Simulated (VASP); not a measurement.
Wanted: the native input for a VASP 6.6.1 run.

```yaml
Task: single point
Functional: PBEsol
Potentials_or_basis: VASP PAW PBE potentials, release 64 (Cr_pv, Ga_d, As)
Cutoff: 350 eV
k_mesh: 2 × 2 × 2
Occupations: gaussian, width 0.03 eV
Spin: collinear spin, ferromagnetic start
Starting_moments: "[2.0, 0.0, 0.0, 0.0, 0.0, 0.0, 0.0, 0.0, 0.0, 0.0, 0.0, 0.0, 0.0, 0.0, 0.0, 0.0, 0.0, 0.0, 0.0, 0.0, 0.0, 0.0, 0.0, 0.0] μB"
Fixed_moment: 2 μB
Hubbard_terms: Cr d U = 5 eV
Dq: -1
Further_INCAR_settings: LREAL = Auto; ALGO = Normal; EDIFF = 1e-05; ISYM = 0; NELECT = 216.0
```

The structure of CrGa11As12 (a cell with a defect) lies in POSCAR:

```
CrGa11As12                              
1.0
    0.0000000000      8.4805500000      8.4805500000
    5.6537000000      0.0000000000      5.6537000000
    5.6537000000      5.6537000000      0.0000000000
  Cr              Ga              As            
     1    11    12
Direct
     0.9983319465482915    0.0001791804240595    0.0015645793495381
     0.0014009781912815    0.0011379458854922    0.4974886586990593
     0.0001495679459148    0.5034450761611522    0.9967734092977487
     0.0014870685243828    0.4980505429487783    0.4986911522457850
     0.3328260086617140    0.0005637821256414    0.9964394306938887
     0.3344615097509109    0.9991558539623442    0.4956963134254585
     0.3344822796390493    0.4991040387830943    0.9971159682127598
     0.3352402470565892    0.4980707437051392    0.4973908329553131
     0.6679116710811536    0.0018764088002426    0.9969341531354234
     0.6665541717232056    0.9986248222428041    0.5006667870374651
     0.6654389076461551    0.5030290445663007    0.9994526631944617
     0.6677193907261334    0.4997909277426419    0.4981370328347505
     0.0823669210076268    0.1274612112686301    0.1216594109604525
     0.0841730950715263    0.1229490957037689    0.6265162074589438
     0.0841323905533337    0.6252928306764743    0.1237920710496669
     0.0851301710882849    0.6254174235522627    0.6215447619138439
     0.4176622987573170    0.1239509794593965    0.1204463758460064
     0.4160905715872724    0.1238233409267658    0.6234381842995429
     0.4149286831055839    0.6270908633134905    0.1231424471011163
     0.4174065871438681    0.6243539374518560    0.6222970513979305
     0.7475384360949144    0.1277864370045517    0.1255251133396645
     0.7510432213536870    0.1251903640831629    0.6229554291263444
     0.7499620090643419    0.6276862102705092    0.1234960798150125
     0.7513088676774572    0.6233309389414121    0.6241678866098218
```

One way to write it, as run:

INCAR

```
SYSTEM = CrGa11As12
  ALGO = Normal
  EDIFF = 1E-5
  ENCUT = 350
  GGA = PS
  ISIF = 2
  ISMEAR = 0
  ISPIN = 2
  ISYM = 0
  KPAR = 2
  LASPH = .TRUE.
  LCHARG = .FALSE.
  LDAU = .TRUE.
  LDAUJ = 0 0 0
  LDAUL = 2 -1 -1
  LDAUPRINT = 1
  LDAUTYPE = 2
  LDAUU = 5 0 0
  LMAXMIX = 4
  LORBIT = 11
  LREAL = Auto
  LWAVE = .FALSE.
  MAGMOM = 2 0 0 0 0 0 0 0 0 0 0 0 0 0 0 0 0 0 0 0 0 0 0 0
  NELECT = 216.0
  NELM = 120
  NUPDOWN = 2
  PREC = Accurate
  SIGMA = 0.03
```

KPOINTS

```
k-points
0
G
  2 2 2
  0 0 0
```

Potentials or basis: VASP PAW PBE potentials, release 64 (Cr_pv, Ga_d, As).

Run with:

```bash
$ cat potpaw_PBE.64/Cr_pv/POTCAR potpaw_PBE.64/Ga_d/POTCAR potpaw_PBE.64/As/POTCAR > POTCAR
$ mpirun -np 4 vasp_std > vasp.out
```

It gave:

```
Largest force                                         : 0.334 eV/Å
Net moment                                            : 2.00 μB per cell
Site moments                                          : Cr +3.73; Ga -0.03, -0.04; As -0.16, -0.15, -0.03, -0.06, -0.13, -0.02 μB
Valence electrons inside the program's atomic spheres : Cr 10.73; Ga 11.69, 11.70, 11.71; As 2.85, 2.86
```

Caveat: the k mesh is coarse (spacing up to 0.48 Å⁻¹), so the values aren't converged; the PAW data sets were made with another functional, which shifts forces and pressure a little; the total moment is fixed, so each spin has its own Fermi level; only a ferromagnetic start was run, and an antiferromagnetic order may lie lower in energy; the U is typed as a test and isn't derived for this compound.

Wall time 6.6 min on 4 MPI ranks on Intel(R) Xeon(R) 6975P-C (Granite Rapids), on a shared host, peak memory 0.54 GiB a rank.
